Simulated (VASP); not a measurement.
Method: LDA (Ceperley-Alder, Perdew-Zunger), VASP's LDA PAW potentials (set 64) (plane waves; VASP 6.6.1).

Input for VASP

### KPOINTS
```
Regular mesh
0
G
 8 8 8
```

File POSCAR:
```
Si
1.0
  0.0000000000   2.7155000000   2.7155000000
  2.7155000000   0.0000000000   2.7155000000
  2.7155000000   2.7155000000   0.0000000000
Si
2
Cartesian
  0.0000000000   0.0000000000   0.0000000000
  1.3577500000   1.3577500000   1.3577500000
```

INCAR:
```
# general
SYSTEM  =  Si
PREC    =  Accurate
ENCUT   =  400   # plane-wave cut-off (eV)
LREAL   =  .False.   # projection in real space or not
LASPH   =  .True.   # aspherical one-centre terms

# electronic loop
EDIFF   =  1E-6   # SCF stop (eV)
NELM    =  100
ALGO    =  Normal   # blocked Davidson

# smearing
ISMEAR  =  0
SIGMA   =  0.05

# ions
IBRION  =  2
NSW     =  60
ISIF    =  3   # ions, shape and volume
EDIFFG  =  -0.01   # ionic stop

# output
LWAVE   =  .False.
LCHARG  =  .False.
```

POTCAR, in this order: Si (LDA.64 set). Program: vasp_std.

The resulting files:

OSZICAR:
```
       N       E                     dE             d eps       ncg     rms          rms(c)
DAV:   1     0.295096288175E+01    0.29510E+01   -0.29331E+03   464   0.632E+02
DAV:   2    -0.119622798878E+02   -0.14913E+02   -0.14390E+02   696   0.755E+01
DAV:   3    -0.121733890263E+02   -0.21111E+00   -0.21111E+00   600   0.112E+01
DAV:   4    -0.121741900361E+02   -0.80101E-03   -0.80101E-03   752   0.723E-01
DAV:   5    -0.121741905884E+02   -0.55236E-06   -0.55240E-06   584   0.200E-02    0.500E+00
DAV:   6    -0.119944775292E+02    0.17971E+00   -0.12135E-01   576   0.174E+00    0.300E+00
DAV:   7    -0.119123627974E+02    0.82115E-01   -0.21408E-01   568   0.236E+00    0.234E-01
DAV:   8    -0.119123893618E+02   -0.26564E-04   -0.61583E-03   488   0.584E-01    0.669E-02
DAV:   9    -0.119123717747E+02    0.17587E-04   -0.20049E-04   672   0.954E-02    0.582E-02
DAV:  10    -0.119123763102E+02   -0.45355E-05   -0.10613E-05   552   0.239E-02    0.310E-02
DAV:  11    -0.119123762544E+02    0.55839E-07   -0.59200E-07   480   0.544E-03
   1 F= -.11912376E+02 E0= -.11912376E+02  d E =-.119124E+02
       N       E                     dE             d eps       ncg     rms          rms(c)
DAV:   1    -0.119184363143E+02   -0.60600E-02   -0.15893E-01   544   0.228E+00    0.371E-01
DAV:   2    -0.119152746523E+02    0.31617E-02   -0.31570E-03   576   0.376E-01    0.232E-01
DAV:   3    -0.119138080400E+02    0.14666E-02   -0.35566E-03   536   0.300E-01    0.590E-02
DAV:   4    -0.119138038916E+02    0.41484E-05   -0.35401E-05   632   0.536E-02    0.508E-02
DAV:   5    -0.119137954318E+02    0.84598E-05   -0.21399E-06   480   0.114E-02    0.453E-03
DAV:   6    -0.119137954198E+02    0.12015E-07   -0.57606E-08   264   0.215E-03
   2 F= -.11913795E+02 E0= -.11913795E+02  d E =-.141917E-02
       N       E                     dE             d eps       ncg     rms          rms(c)
DAV:   1    -0.119160126470E+02   -0.22172E-02   -0.26673E-02   544   0.929E-01    0.151E-01
DAV:   2    -0.119154789417E+02    0.53371E-03   -0.53421E-04   576   0.155E-01    0.955E-02
DAV:   3    -0.119152302275E+02    0.24871E-03   -0.60464E-04   536   0.123E-01    0.236E-02
DAV:   4    -0.119152295295E+02    0.69792E-06   -0.59971E-06   600   0.220E-02
   3 F= -.11915230E+02 E0= -.11915230E+02  d E =-.285328E-02
```

### OUTCAR
```
------------------------ aborting loop because EDIFF is reached ----------------------------------------
  FORCE on cell =-STRESS in cart. coord.  units (eV):
  Direction    XX          YY          ZZ          XY          YZ          ZX
  --------------------------------------------------------------------------------------
  Total        0.0002887      0.0002887      0.0002887      0.0000000      0.0000000     -0.0000000
  in kB        0.0117320      0.0117320      0.0117320      0.0000000      0.0000000     -0.0000000
  external PRESSURE =       0.0117320 kB  Pullay stress =       0.0000000 kB
  volume of cell :       39.43
      direct lattice vectors                 reciprocal lattice vectors
     0.000000000  2.701465358  2.701465358    -0.185084735  0.185084735  0.185084735
     2.701465358 -0.000000000  2.701465358     0.185084735 -0.185084735  0.185084735
     2.701465358  2.701465358 -0.000000000     0.185084735  0.185084735 -0.185084735
 POSITION                                       TOTAL-FORCE (eV/Angst)
 -----------------------------------------------------------------------------------
      0.00000      0.00000      0.00000         0.000000      0.000000      0.000000
      1.35073      1.35073      1.35073        -0.000000     -0.000000     -0.000000
 -----------------------------------------------------------------------------------
    total drift:                                0.000000      0.000000     -0.000000
  FREE ENERGIE OF THE ION-ELECTRON SYSTEM (eV)
  ---------------------------------------------------
  free  energy   TOTEN  =       -11.9152295295 eV

  energy  without entropy=      -11.9152295295  energy(sigma->0) =      -11.91522953

 reached required accuracy - stopping structural energy minimisation
```
(Selected blocks of OUTCAR.)

### CONTCAR
```
Si
   1.00000000000000
     0.0000000000000000    2.7014653577550236    2.7014653577550236
     2.7014653577550236   -0.0000000000000000    2.7014653577550236
     2.7014653577550236    2.7014653577550236   -0.0000000000000000
  Si
     2
Direct
     0.0000000000000000    0.0000000000000000    0.0000000000000000
     0.2500000000000000    0.2500000000000000    0.2500000000000000
```

The compound is Si in the diamond structure. This run relaxes it. Symmetry was kept, so distortions that lower it aren't found.
